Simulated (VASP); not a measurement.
Given:

```
CELL_PARAMETERS angstrom
      5.77617     0.00000     0.00000
      0.00000     5.77617     0.00000
      0.00000     0.00000     5.77617
ATOMIC_POSITIONS crystal
  In 0.00000 0.00000 0.00000
  As 0.26020 0.26020 0.26020
  As 0.73980 0.73980 0.26020
  As 0.73980 0.26020 0.73980
  As 0.26020 0.73980 0.73980
  Al 0.50000 0.50000 0.00000
  Al 0.50000 0.00000 0.50000
  Al 0.00000 0.50000 0.50000
```

Computed with PBEsol GGA, VASP's PBE PAW potentials (set 64) (plane waves; VASP). Settings: 400 eV cut-off, Gaussian smearing of 0.050 eV, potentials In_d As Al.

Unless said otherwise, spin-orbit coupling is left out, though it shifts the bands of the heavy elements here.

Give the energies of bands 12 to 25 at the high-symmetry points, in eV from the valence-band maximum.

```json
[
 {"band": "12", "Γ": "-5.43", "X": "-3.49", "M": "-4.56", "R": "-5.50"},
 {"band": "13", "Γ": "-2.24", "X": "-3.34", "M": "-4.49", "R": "-5.50"},
 {"band": "14", "Γ": "-2.24", "X": "-3.00", "M": "-2.90", "R": "-1.06"},
 {"band": "15", "Γ": "-2.24", "X": "-2.92", "M": "-2.85", "R": "-1.06"},
 {"band": "16", "Γ": "-2.12", "X": "-2.83", "M": "-2.77", "R": "-0.97"},
 {"band": "17", "Γ": "-2.12", "X": "-2.83", "M": "-2.77", "R": "-0.97"},
 {"band": "18", "Γ": "-2.12", "X": "-1.47", "M": "-1.24", "R": "-0.97"},
 {"band": "19", "Γ": "0.00", "X": "-1.47", "M": "-0.88", "R": "-0.53"},
 {"band": "20", "Γ": "0.00", "X": "-1.13", "M": "-0.72", "R": "-0.53"},
 {"band": "21", "Γ": "0.00", "X": "-1.13", "M": "-0.72", "R": "-0.53"},
 {"band": "22", "Γ": "1.30", "X": "2.33", "M": "2.98", "R": "1.47"},
 {"band": "23", "Γ": "1.50", "X": "2.57", "M": "2.98", "R": "1.84"},
 {"band": "24", "Γ": "1.50", "X": "3.31", "M": "3.14", "R": "1.84"},
 {"band": "25", "Γ": "1.50", "X": "3.49", "M": "3.54", "R": "1.84"}
]
```

The gap is direct, 1.30 eV, from the valence maximum at Γ to the conduction minimum at Γ.

The structure was generated: Al3InAs4 was put into an ordered model structure (P-43m), which need not be its known phase. It was relaxed first.
